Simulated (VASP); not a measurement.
These are revPBE GGA, VASP's PBE PAW potentials (set 64) (plane waves; VASP) values and carry that method's errors.

Input for VASP

### KPOINTS
```
Automatic mesh
0
Gamma
9 9 9
0 0 0
```

File POSCAR:
```
BP
1
    0.0000000000     2.2700000000     2.2700000000
    2.2700000000     0.0000000000     2.2700000000
    2.2700000000     2.2700000000     0.0000000000
B P
1 1
Direct
  0.0000000000   0.0000000000   0.0000000000
  0.2500000000   0.2500000000   0.2500000000
```

### INCAR
```
! general
SYSTEM = BP
PREC   = Accurate
ENCUT  = 520
LREAL  = .FALSE.
LASPH  = .TRUE.

! electronic loop
EDIFF  = 1E-6
NELM   = 100
ALGO   = Normal

! smearing
ISMEAR = 0
SIGMA  = 0.05

! functional
GGA    = RE

! ions
IBRION = 2
NSW    = 60
ISIF   = 3
EDIFFG = -0.01

! output
LWAVE  = .FALSE.
LCHARG = .FALSE.
```

POTCAR, in this order: B P (PBE.64 set). Program: vasp_std.

Question: Predict the energy per atom (σ→0), volume per atom.

Answer: 
```yaml
energy per atom (σ→0): -6.193 eV/atom
volume_per_atom: 11.89 Å³/atom
```

**OSZICAR**
```
...
   2 F= -.12384025E+02 E0= -.12384025E+02  d E =-.159637E-02
       N       E                     dE             d eps       ncg     rms          rms(c)
DAV:   1    -0.123867385404E+02   -0.27133E-02   -0.39790E-02   624   0.157E+00    0.252E-01
DAV:   2    -0.123858333839E+02    0.90516E-03   -0.19052E-03   760   0.275E-01    0.135E-01
DAV:   3    -0.123855908299E+02    0.24255E-03   -0.51484E-04   640   0.130E-01    0.389E-02
DAV:   4    -0.123855760734E+02    0.14756E-04   -0.19404E-05   752   0.336E-02    0.312E-02
DAV:   5    -0.123855752900E+02    0.78348E-06   -0.72743E-06   736   0.196E-02
   3 F= -.12385575E+02 E0= -.12385575E+02  d E =-.314660E-02
```

The compound is BP in the zinc blende structure. This run relaxes it. Symmetry was kept, so distortions that lower it aren't found.
